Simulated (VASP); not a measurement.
# GaP (F-43m) in VASP: notebook, part 2 of 2

VASP 6.6.1.

## (3) Band structure, PBE, non-collinear spin, zero start, spin-orbit coupling

Contents of POSCAR:

```
GaP                                     
1.0
   -0.0000000000      2.7526352706      2.7526352706
    2.7526352706     -0.0000000000      2.7526352706
    2.7526352706      2.7526352706     -0.0000000000
  Ga              P             
     1     1
Direct
     0.0000000000000000    0.0000000000000000    0.0000000000000000
     0.2500000000000000    0.2500000000000000    0.2500000000000000
```

Contents of INCAR.step1:

```
SYSTEM = GaP
  PREC = Accurate
  ENCUT = 520
  EDIFF = 1E-7
  ISMEAR = 0
  SIGMA = 0.02
  LREAL = .False.
  LASPH = .True.
  NELM = 100
  ALGO = Fast
  ISIF = 2
  LWAVE = .False.
  LCHARG = .True.
  MAGMOM = 0 0 0 0 0 0
  LORBIT = 11
  LSORBIT = .True.
  GGA_COMPAT = .False.
  GGA = PE
  NBANDS = 30
  KPAR = 4
```

Contents of KPOINTS.step1:

```
Automatic mesh
0
Gamma
  10 10 10
  0 0 0
```

Contents of INCAR.step2:

```
SYSTEM = GaP
  PREC = Accurate
  ENCUT = 520
  EDIFF = 1E-7
  ISMEAR = 0
  SIGMA = 0.05
  LREAL = .False.
  LASPH = .True.
  NELM = 100
  ALGO = Fast
  ISIF = 2
  LWAVE = .False.
  LCHARG = .False.
  MAGMOM = 0 0 0 0 0 0
  LORBIT = 11
  LSORBIT = .True.
  GGA_COMPAT = .False.
  GGA = PE
  NBANDS = 30
  ICHARG = 11
  KPAR = 4
```

Contents of KPOINTS.step2:

```
path GXWKGLUWLK,UX
20
line-mode
reciprocal
 0.0000000000  0.0000000000  0.0000000000  G
 0.5000000000  0.0000000000  0.5000000000  X

 0.5000000000  0.0000000000  0.5000000000  X
 0.5000000000  0.2500000000  0.7500000000  W

 0.5000000000  0.2500000000  0.7500000000  W
 0.3750000000  0.3750000000  0.7500000000  K

 0.3750000000  0.3750000000  0.7500000000  K
 0.0000000000  0.0000000000  0.0000000000  G

 0.0000000000  0.0000000000  0.0000000000  G
 0.5000000000  0.5000000000  0.5000000000  L

 0.5000000000  0.5000000000  0.5000000000  L
 0.6250000000  0.2500000000  0.6250000000  U

 0.6250000000  0.2500000000  0.6250000000  U
 0.5000000000  0.2500000000  0.7500000000  W

 0.5000000000  0.2500000000  0.7500000000  W
 0.5000000000  0.5000000000  0.5000000000  L

 0.5000000000  0.5000000000  0.5000000000  L
 0.3750000000  0.3750000000  0.7500000000  K

 0.6250000000  0.2500000000  0.6250000000  U
 0.5000000000  0.0000000000  0.5000000000  X
```

Potentials or basis: VASP PAW PBE potentials, release 64 (Ga_d, P).

Command:

```bash
$ cat potpaw_PBE.64/Ga_d/POTCAR potpaw_PBE.64/P/POTCAR > POTCAR
$ cp INCAR.step1 INCAR
$ cp KPOINTS.step1 KPOINTS
$ mpirun -np 4 vasp_ncl > vasp.out
$ cp INCAR.step2 INCAR
$ cp KPOINTS.step2 KPOINTS
$ mpirun -np 4 vasp_ncl > vasp.out
```

OUTCAR:

```text
SYSTEM = GaP
   PREC = Accurate
   ENCUT = 520
   EDIFF = 1E-7
   ISMEAR = 0
   LREAL = .False.
   LASPH = .True.
   NELM = 100
   ISIF = 2
   LORBIT = 11
   LSORBIT = .True.
   GGA = PE
   ICHARG = 11

 ion  position               nearest neighbor table
   1  0.000  0.000  0.000-   2 2.38   2 2.38   2 2.38   2 2.38
   2  0.250  0.250  0.250-   1 2.38   1 2.38   1 2.38   1 2.38

  LATTYP: Found a face centered cubic cell.
 ALAT       =     5.5052705412

  Lattice vectors:

 A1 = (   0.0000000000,   2.7526352706,   2.7526352706)
 A2 = (   2.7526352706,   0.0000000000,   2.7526352706)
 A3 = (   2.7526352706,   2.7526352706,   0.0000000000)

Analysis of symmetry for initial positions (statically):
=====================================================================
 Subroutine PRICEL returns:
 Original cell was already a primitive cell.

 Routine SETGRP: Setting up the symmetry group for a
 face centered cubic supercell.

 Subroutine GETGRP returns: Found 24 space group operations
[... 1022 lines left out ...]
     0.0000000     0.0000000     0.0000000     0.0000000     0.0000000     0.0000000     0.0000000
     0.0000000     0.0000000     0.0000000     0.0000000     0.0000000     0.0000000     0.0000000
     0.0000000     0.0000000     0.0000000     0.0000000     0.0000000     0.0000000     0.0000000
     0.0000000     0.0000000     0.0000000     0.0000000     0.0000000     0.0000000     0.0000000
     0.0000000     0.0000000     0.0000000     0.0000000     0.0000000     0.0000000     0.0000000
     0.0000000     0.0000000     0.0000000     0.0000000     0.0000000     0.0000000     0.0000000

 Ion:    2  E_soc:     -0.0008264
 l=   1
     0.0000000    -0.0001377    -0.0001377
    -0.0001377     0.0000000    -0.0001377
    -0.0001377    -0.0001377     0.0000000
 l=   2
     0.0000000     0.0000000     0.0000000     0.0000000     0.0000000
     0.0000000     0.0000000     0.0000000     0.0000000     0.0000000
     0.0000000     0.0000000     0.0000000     0.0000000     0.0000000
     0.0000000     0.0000000     0.0000000     0.0000000     0.0000000
     0.0000000     0.0000000     0.0000000     0.0000000     0.0000000
 l=   3
     0.0000000     0.0000000     0.0000000     0.0000000     0.0000000     0.0000000     0.0000000
     0.0000000     0.0000000     0.0000000     0.0000000     0.0000000     0.0000000     0.0000000
     0.0000000     0.0000000     0.0000000     0.0000000     0.0000000     0.0000000     0.0000000
     0.0000000     0.0000000     0.0000000     0.0000000     0.0000000     0.0000000     0.0000000
     0.0000000     0.0000000     0.0000000     0.0000000     0.0000000     0.0000000     0.0000000
     0.0000000     0.0000000     0.0000000     0.0000000     0.0000000     0.0000000     0.0000000
     0.0000000     0.0000000     0.0000000     0.0000000     0.0000000     0.0000000     0.0000000

 total charge

# of ion       s       p       d       tot
------------------------------------------
    1        0.844   0.814  10.006  11.665
    2        1.009   1.535   0.000   2.544
--------------------------------------------------
tot          1.853   2.349  10.006  14.208

 magnetization (x)

# of ion       s       p       d       tot
------------------------------------------
    1       -0.000   0.000  -0.000  -0.000
    2       -0.000  -0.000   0.000  -0.000
--------------------------------------------------
tot         -0.000  -0.000  -0.000  -0.000

 magnetization (y)

# of ion       s       p       d       tot
------------------------------------------
    1        0.000  -0.000  -0.000  -0.000
    2        0.000   0.000   0.000   0.000
--------------------------------------------------
tot          0.000   0.000  -0.000   0.000

 magnetization (z)

# of ion       s       p       d       tot
------------------------------------------
    1        0.000   0.000  -0.000  -0.000
    2        0.000   0.000   0.000   0.000
--------------------------------------------------
tot          0.000   0.000  -0.000  -0.000
```

OSZICAR.step1:

```text
N       E                     dE             d eps       ncg     rms          rms(c)
DAV:   1     0.131931352523E+03    0.13193E+03   -0.83318E+03  4864   0.172E+03
DAV:   2     0.819709514627E+01   -0.12373E+03   -0.11664E+03  4650   0.451E+02
DAV:   3    -0.876774120641E+01   -0.16965E+02   -0.16723E+02  5152   0.117E+02
DAV:   4    -0.937901149578E+01   -0.61127E+00   -0.60989E+00  5368   0.236E+01
DAV:   5    -0.939288484626E+01   -0.13873E-01   -0.13870E-01  5324   0.339E+00    0.415E+00
RMM:   6    -0.915686407245E+01    0.23602E+00   -0.28251E-01  6601   0.453E+00    0.260E+00
RMM:   7    -0.913301048359E+01    0.23854E-01   -0.12923E-01  6511   0.177E+00    0.114E+00
RMM:   8    -0.913309185093E+01   -0.81367E-04   -0.18889E-02  6722   0.134E+00    0.227E-01
RMM:   9    -0.913350703910E+01   -0.41519E-03   -0.34288E-03  7002   0.549E-01    0.149E-01
RMM:  10    -0.913364425878E+01   -0.13722E-03   -0.66336E-04  7741   0.248E-01    0.702E-02
RMM:  11    -0.913375413749E+01   -0.10988E-03   -0.16787E-04  5842   0.113E-01    0.233E-02
RMM:  12    -0.913375300731E+01    0.11302E-05   -0.61801E-05  7274   0.629E-02    0.572E-03
RMM:  13    -0.913375420040E+01   -0.11931E-05   -0.10139E-05  7046   0.266E-02    0.232E-03
RMM:  14    -0.913375429403E+01   -0.93632E-07   -0.19717E-06  7129   0.151E-02    0.145E-03
RMM:  15    -0.913375434192E+01   -0.47892E-07   -0.55041E-07  6751   0.712E-03
   1 F= -.91337543E+01 E0= -.91337543E+01  d E =-.265568E-12  mag=     0.0000    -0.0000     0.0000
```

Wall time 2 min (4 MPI ranks of Intel Xeon 6975P-C (Granite Rapids), shared host); peak memory 0.51 GiB.

Results:

| Property | Result |
| --- | --- |
| Net moment | 0.00 μB per cell |

Moments on the atoms (μB; x, y, z):
```
Ga  0.00 0.00 0.00
P   0.00 0.00 0.00
```

Caveat: the log is that of the step along the path at fixed density, whose energy, stress, charges and moments have no meaning.

## (4) Band structure, HSE06

POSCAR is that of step 3.

Contents of INCAR.step1:

```
SYSTEM = GaP
  PREC = Accurate
  ENCUT = 520
  EDIFF = 1E-5
  ISMEAR = 0
  SIGMA = 0.02
  LREAL = .False.
  LASPH = .True.
  NELM = 100
  ALGO = Normal
  ISIF = 2
  LWAVE = .True.
  LCHARG = .False.
  NBANDS = 16
  GGA = PE
  KPAR = 4
```

Contents of INCAR.step2:

```
SYSTEM = GaP
  PREC = Accurate
  ENCUT = 520
  EDIFF = 1E-7
  ISMEAR = 0
  SIGMA = 0.02
  LREAL = .False.
  LASPH = .True.
  NELM = 100
  ALGO = Normal
  ISIF = 2
  LWAVE = .False.
  LCHARG = .False.
  GGA = PE
  LHFCALC = .True.
  HFSCREEN = 0.2
  PRECFOCK = Fast
  NBANDS = 16
  ISTART = 1
  KPAR = 4
```

Contents of KPOINTS:

```
Automatic mesh
0
Gamma
  6 6 6
  0 0 0
```

Contents of KPOINTS_OPT:

```
path GXWKGLUWLK,UX
12
line-mode
reciprocal
 0.0000000000  0.0000000000  0.0000000000  G
 0.5000000000  0.0000000000  0.5000000000  X

 0.5000000000  0.0000000000  0.5000000000  X
 0.5000000000  0.2500000000  0.7500000000  W

 0.5000000000  0.2500000000  0.7500000000  W
 0.3750000000  0.3750000000  0.7500000000  K

 0.3750000000  0.3750000000  0.7500000000  K
 0.0000000000  0.0000000000  0.0000000000  G

 0.0000000000  0.0000000000  0.0000000000  G
 0.5000000000  0.5000000000  0.5000000000  L

 0.5000000000  0.5000000000  0.5000000000  L
 0.6250000000  0.2500000000  0.6250000000  U

 0.6250000000  0.2500000000  0.6250000000  U
 0.5000000000  0.2500000000  0.7500000000  W

 0.5000000000  0.2500000000  0.7500000000  W
 0.5000000000  0.5000000000  0.5000000000  L

 0.5000000000  0.5000000000  0.5000000000  L
 0.3750000000  0.3750000000  0.7500000000  K

 0.6250000000  0.2500000000  0.6250000000  U
 0.5000000000  0.0000000000  0.5000000000  X
```

Command:

```bash
$ cat potpaw_PBE.64/Ga_d/POTCAR potpaw_PBE.64/P/POTCAR > POTCAR
$ cp INCAR.step1 INCAR
$ mpirun -np 4 vasp_std > vasp.out
$ cp INCAR.step2 INCAR
$ mpirun -np 4 vasp_std > vasp.out
```

Run time: 20 min. Hardware: 4 MPI ranks of Intel Xeon 6975P-C (Granite Rapids), shared host; peak memory 0.35 GiB.

The run converged. Its results:

```
Free energy             : -10.8040 eV
Pressure                : -2.0 GPa
Band gap on the k mesh  : 2.37 eV, indirect (least direct gap 2.54 eV)
Band gap along the path : 2.34 eV, indirect (least direct gap 2.54 eV)
```

Levels at the corners of the path, in eV from the valence-band top:
```tsv
point	band 6	band 7	band 8	band 9	band 10	band 11	band 12	band 13
Γ	-13.55	0.00	0.00	0.00	2.54	4.79	4.79	4.79
X	-10.49	-7.19	-2.82	-2.82	2.37	2.60	11.84	11.84
X	-10.49	-7.19	-2.82	-2.82	2.37	2.60	11.84	11.84
W	-10.41	-6.95	-3.75	-3.55	5.52	5.85	7.06	7.07
W	-10.41	-6.95	-3.75	-3.55	5.52	5.85	7.06	7.07
K	-10.54	-6.96	-4.12	-2.36	2.96	5.70	9.32	9.37
K	-10.54	-6.96	-4.12	-2.36	2.96	5.70	9.32	9.37
Γ	-13.55	0.00	0.00	0.00	2.54	4.79	4.79	4.79
Γ	-13.55	0.00	0.00	0.00	2.54	4.79	4.79	4.79
L	-11.43	-7.06	-1.17	-1.17	2.42	5.64	5.64	9.22
L	-11.43	-7.06	-1.17	-1.17	2.42	5.64	5.64	9.22
U	-10.54	-6.96	-4.12	-2.36	2.96	5.70	9.32	9.37
U	-10.54	-6.96	-4.12	-2.36	2.96	5.70	9.32	9.37
W	-10.41	-6.95	-3.75	-3.55	5.52	5.85	7.06	7.07
W	-10.41	-6.95	-3.75	-3.55	5.52	5.85	7.06	7.07
L	-11.43	-7.06	-1.17	-1.17	2.42	5.64	5.64	9.22
L	-11.43	-7.06	-1.17	-1.17	2.42	5.64	5.64	9.22
K	-10.54	-6.96	-4.12	-2.36	2.96	5.70	9.32	9.37
U	-10.54	-6.96	-4.12	-2.36	2.96	5.70	9.32	9.37
X	-10.49	-7.19	-2.82	-2.82	2.37	2.60	11.84	11.84
```

Caveat: the PAW data sets were made with another functional, which shifts forces and pressure a little.

## (5) Overview

```tsv
level	spin	k mesh	grid for exact exchange (PRECFOCK)	screening parameter	gap on the mesh (eV)
PBE	off	10 × 10 × 10	-	-	1.58
PBE	non-collinear, zero start, SOC	10 × 10 × 10	-	-	-
HSE06	off	6 × 6 × 6	Fast	0.2 1/A	2.37
```

Alike in all rows: task band structure; potentials or basis VASP PAW PBE potentials, release 64 (Ga_d, P); cell as given; cutoff (eV) 520; smearing gaussian 0.02 eV.

Caveats: the PAW data sets were made with another functional, which shifts forces and pressure a little (some runs).

Total energies depend on the potentials used, so only differences within one code and one set of settings carry meaning.

## (6) Against experiment

Step 2. Measured gap of GaP: 2.34 eV (indirect; 10 K; quoted in “Stacking defects in GaP nanowires: Electronic structure and optical properties”, 2018, arxiv:1810.01194). This calculation gives 1.58 eV (-0.76 eV). Spin-orbit coupling on Ga is left out. The value is that of PBE, without temperature or zero-point motion. Semilocal functionals fall short of measured gaps as a rule. The cell is a database's relaxed one, not the measured one, which moves gaps too.

Step 4. Measured gap of GaP: 2.34 eV (indirect; 10 K; quoted in “Stacking defects in GaP nanowires: Electronic structure and optical properties”, 2018, arxiv:1810.01194). This calculation gives 2.34 eV (0.00 eV). Spin-orbit coupling on Ga is left out. The value is that of HSE06, without temperature or zero-point motion. The cell is a database's relaxed one, not the measured one, which moves gaps too.
